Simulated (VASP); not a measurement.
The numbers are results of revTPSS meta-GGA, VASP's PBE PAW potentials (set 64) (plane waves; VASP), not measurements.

The input files of a VASP run:

INCAR:
```
SYSTEM = Bi
PREC = Accurate
ENCUT = 520
EDIFF = 1E-7
NELM = 100
ALGO = Normal
LREAL = .FALSE.
LASPH = .TRUE.
ISMEAR = -5
METAGGA = RTPSS
LMIXTAU = .TRUE.
LMAXMIX = 4
LWAVE = .FALSE.
LCHARG = .FALSE.
LORBIT = 11
NEDOS = 601
ISIF = 2
```

POSCAR:
```
Bi
1
    4.1223858823    -2.2687849720    -0.0106496184
    4.1223858823     2.2687849720    -0.0106496184
    2.8833769818     0.0000000000     3.7185617119
Bi
2
Direct
  0.2363239370   0.2363239370   0.2363239370
  0.7636760630   0.7636760630   0.7636760630
```

**KPOINTS**
```
Automatic mesh
0
Gamma
11 11 11
0 0 0
```

**KPOINTS_OPT**
```
k-points along high-symmetry lines
8
Line-mode
Reciprocal
  0.000000   0.000000   0.000000 ! GAMMA
 -0.500000  -0.500000  -0.500000 ! T

 -0.500000  -0.500000  -0.500000 ! T
 -0.240257  -0.759743  -0.500000 ! H_2

  0.240257  -0.500000  -0.240257 ! H_0
 -0.000000  -0.500000   0.000000 ! L

 -0.000000  -0.500000   0.000000 ! L
  0.000000   0.000000   0.000000 ! GAMMA

  0.000000   0.000000   0.000000 ! GAMMA
  0.370129  -0.370129   0.000000 ! S_0

 -0.000000  -0.629871  -0.370129 ! S_2
  0.000000  -0.500000  -0.500000 ! F

  0.000000  -0.500000  -0.500000 ! F
  0.000000   0.000000   0.000000 ! GAMMA
```

POTCAR, in this order: Bi_d (PBE.64 set). Program: vasp_std.

What VASP printed:

OSZICAR:
```
       N       E                     dE             d eps       ncg     rms          rms(c)
DAV:   1     0.368184099305E+03    0.36818E+03   -0.16677E+04  5564   0.191E+03
DAV:   2     0.938619589662E+02   -0.27432E+03   -0.27049E+03  5572   0.458E+02
DAV:   3     0.719224444762E+02   -0.21940E+02   -0.21594E+02  6445   0.154E+02
DAV:   4     0.712221791612E+02   -0.70027E+00   -0.69873E+00  6389   0.296E+01
DAV:   5     0.711943685550E+02   -0.27811E-01   -0.27816E-01  7342   0.505E+00    0.207E+00
DAV:   6     0.831100463654E+02    0.11916E+02   -0.95966E+00  6720   0.405E+01    0.670E-01
DAV:   7     0.811728504900E+02   -0.19372E+01   -0.20120E+00  5548   0.177E+01    0.719E-01
DAV:   8     0.810792486891E+02   -0.93602E-01   -0.11968E-01  5778   0.460E+00    0.386E-01
DAV:   9     0.810805585519E+02    0.13099E-02   -0.17385E-02  6728   0.179E+00    0.994E-02
DAV:  10     0.810786965741E+02   -0.18620E-02   -0.73335E-03  5554   0.668E-01    0.475E-02
DAV:  11     0.810784381774E+02   -0.25840E-03   -0.48478E-03  5554   0.512E-01    0.283E-02
DAV:  12     0.810768981914E+02   -0.15400E-02   -0.18252E-03  5554   0.342E-01    0.134E-02
DAV:  13     0.810767251696E+02   -0.17302E-03   -0.13991E-04  5668   0.123E-01    0.376E-03
DAV:  14     0.810767218406E+02   -0.33290E-05   -0.11040E-05  6102   0.378E-02    0.163E-03
DAV:  15     0.810767230113E+02    0.11707E-05   -0.45625E-06  5246   0.219E-02    0.106E-03
DAV:  16     0.810767186393E+02   -0.43720E-05   -0.24306E-06  4392   0.167E-02    0.627E-04
DAV:  17     0.810767180771E+02   -0.56224E-06   -0.30624E-07  4711   0.752E-03    0.171E-04
DAV:  18     0.810767182009E+02    0.12384E-06   -0.38522E-08  3158   0.257E-03    0.843E-05
DAV:  19     0.810767182478E+02    0.46858E-07   -0.62265E-09  2795   0.101E-03
   1 F= 0.81076718E+02 E0= 0.81076718E+02  d E =0.000000E+00
       N       E                     dE             ncg
```

File OUTCAR:
```
------------------------ aborting loop because EDIFF is reached ----------------------------------------
  FORCE on cell =-STRESS in cart. coord.  units (eV):
  Direction    XX          YY          ZZ          XY          YZ          ZX
  --------------------------------------------------------------------------------------
  Total        0.0115717      0.0022435      0.0032732      0.0000000      0.0000000      0.0030992
  in kB        0.2660057      0.0515718      0.0752423      0.0000000      0.0000000      0.0712444
  external PRESSURE =       0.1309399 kB  Pullay stress =       0.0000000 kB
  volume of cell :       69.70
      direct lattice vectors                 reciprocal lattice vectors
     4.122385882 -2.268784972 -0.010649618     0.121046512 -0.220382278 -0.093859603
     4.122385882  2.268784972 -0.010649618     0.121046512  0.220382278 -0.093859603
     2.883376982  0.000000000  3.718561712     0.000693332  0.000000000  0.268383569
 POSITION                                       TOTAL-FORCE (eV/Angst)
 -----------------------------------------------------------------------------------
      2.62985      0.00000      0.87375         0.013381      0.000000      0.004446
      8.49830      0.00000      2.82351        -0.013381      0.000000     -0.004446
 -----------------------------------------------------------------------------------
    total drift:                                0.000000      0.000000     -0.000000
  FREE ENERGIE OF THE ION-ELECTRON SYSTEM (eV)
  ---------------------------------------------------
  free  energy   TOTEN  =        81.0767182478 eV

  energy  without entropy=       81.0767182478  energy(sigma->0) =       81.07671825

 total charge

# of ion       s       p       d       tot
------------------------------------------
    1        1.519   1.325   9.893  12.737
    2        1.519   1.325   9.893  12.737
--------------------------------------------------
tot          3.037   2.650  19.787  25.474
```
(Selected blocks of OUTCAR.)

For a metal the tetrahedron method with Blöchl corrections gives inexact stress and forces.

The compound is Bi in the a7 structure. It was relaxed first.
